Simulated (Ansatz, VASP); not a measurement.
**One calculation of Cs2Be3, two programs**

```xyz
5
Lattice="6.3221 0.0000 0.0000 0.0000 6.3221 0.0000 0.0000 0.0000 6.3221" Properties=species:S:1:pos:R:3 pbc="T T T"
Cs    3.1611    3.1611    3.1611
Cs    0.0000    0.0000    0.0000
Be    0.0000    3.1611    3.1611
Be    3.1611    0.0000    3.1611
Be    3.1611    3.1611    0.0000
```

Alike in both runs: task relaxation of cell and atoms; functional PBE; k mesh 6 × 6 × 6; occupations gaussian, width 0.1 eV; no spin polarisation.

```csv
,VASP,Ansatz
version,VASP 6.6.1,Ansatz 0.2.0
potentials or method,"VASP PAW PBE potentials, release 64 (Cs_sv, Be)","scalar-relativistic, plane waves, PAW"
plane-wave cutoff (eV),600,420
valence electrons in the cell,24,24
```

Ansatz gave:

| Quantity | Value |
| --- | --- |
| gap on the k mesh at the Fermi level, each at its own relaxed structure (eV) | none |
| relaxed volume (Å³/atom) | 52.69 |
| relaxed cell length with the largest relative difference (Å) | 6.411 |
| energy change over the relaxation (meV/atom) | -1 |

Task: Which values does VASP return?

Result: gap on the k mesh at the Fermi level, each at its own relaxed structure (eV): none; relaxed volume (Å³/atom): 52.83; relaxed cell length with the largest relative difference (Å): 6.416; energy change over the relaxation (meV/atom): -1.

A gap of «none» marks a metal or a gap that the smearing closes.

Spin-orbit coupling is left out, which matters for the levels of Cs.
